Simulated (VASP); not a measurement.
Consider the following.

```xyz
4
Lattice="2.2400 -3.3350 0.0000 2.2400 3.3350 0.0000 0.0000 0.0000 8.7200" Properties=species:S:1:pos:R:3 pbc="T T T"
Br     3.8686    -0.0045     7.7688
Br     2.8621    -0.0082     3.3554
Br     1.6250    -0.0031     5.3335
Br     0.6044     0.0158     0.9822
```

The numbers are results of PBE GGA, VASP's PBE PAW potentials (set 64) (plane waves; VASP 6.6.1), not measurements. Numerical set-up: 180 eV cut-off, 3×3×3 Γ-centred mesh, Gaussian smearing of 0.020 eV, potentials Br.

At this cut-off the stress carries a Pulay error, which pulls relaxed volumes low.  Energy and stress use the plane-wave basis of the starting cell.

**Question.** The ions, cell shape and volume are relaxed. What does this cell relax into?

**Answer.** 
```xyz
4
Lattice="2.1008 -3.2545 0.0006 2.1007 3.2544 0.0006 -0.0013 0.0000 8.3734" Properties=species:S:1:pos:R:3 pbc="T T T"
Br     3.5378     0.0011     7.3730
Br     2.7628    -0.0010     3.1871
Br     1.4496    -0.0036     5.1885
Br     0.6502     0.0034     1.0007
```
Space group Cmce (64), at a tolerance of 0.03 Å.

**Question.** How do energy and volume change from the first to the last step?

**Answer.** The energy (σ→0) changes by -64.8 meV/atom and the volume by -12.1 %, in 19 ionic steps.

The structure is a typed Br crystal. In the starting cell atoms are displaced from their ideal sites. This run relaxes it. The k-mesh is coarse (spacing up to 0.59 per Å, 2π included), so the numbers may not be converged in it. The run is one of a series of settings (EDIFFG = -0.01, ENCUT = 180, IBRION = 2, ISIF = 3, NSW = 50, KPOINTS 3×3×3 Γ-centred mesh against the base run), some of them coarse on purpose.
